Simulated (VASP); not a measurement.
Here is the system:

```yaml
crystal:
  lattice:
    - [0.00000, 2.73923, 2.73923]
    - [2.73923, 0.00000, 2.73923]
    - [2.73923, 2.73923, 0.00000]
  atoms:
    - { symbol: Zn, position: [0.00000, 0.00000, 0.00000] }
    - { symbol: S, position: [0.25000, 0.25000, 0.25000] }
```

The numbers are results of SCAN meta-GGA, VASP's PBE PAW potentials (set 64) (plane waves; VASP), not measurements. Settings: 520 eV cut-off, 9×9×9 Γ-centred mesh, Gaussian smearing of 0.050 eV, potentials Zn S.

Q: What does the run give for the energy per atom (σ→0), pressure, band gap (on the k-mesh) with the smallest direct gap where there is one?

A: 
band gap (on the k-mesh): 2.43 eV
smallest direct gap (on the k-mesh): 2.43 eV
energy per atom (σ→0): -12.484 eV/atom
pressure: -3.92 GPa

Only differences to runs with the same potentials and settings are physical.

The compound is ZnS in the zinc blende structure. This cell is one point of a volume scan, at 1.06 of the reference volume.
